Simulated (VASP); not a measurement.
Given:

```xyz
2
Lattice="0.0000 2.6610 2.6610 2.6610 0.0000 2.6610 2.6610 2.6610 0.0000" Properties=species:S:1:pos:R:3 pbc="T T T"
Cu     5.3220     5.3220     5.3220
Cl     1.3305     1.3305     1.3305
```

These are AM05 GGA, VASP's PBE PAW potentials (set 64) (plane waves; VASP 6.6.1) values and carry that method's errors. Numerical set-up: 520 eV cut-off, 10×10×10 Γ-centred mesh, tetrahedra with Blöchl corrections, potentials Cu Cl.

Task: What does the run give for the energy per atom (σ→0), band gap (on the k-mesh) with the smallest direct gap where there is one?

Result: 
```json
{
 "band gap (on the k-mesh)": "0.65 eV",
 "smallest direct gap (on the k-mesh)": "0.65 eV",
 "energy per atom (σ→0)": "-318.0 kJ/mol of atoms"
}
```

The absolute energy has meaning only against runs of the same code, potentials and settings.

The compound is CuCl in the zinc blende structure. It was relaxed first.
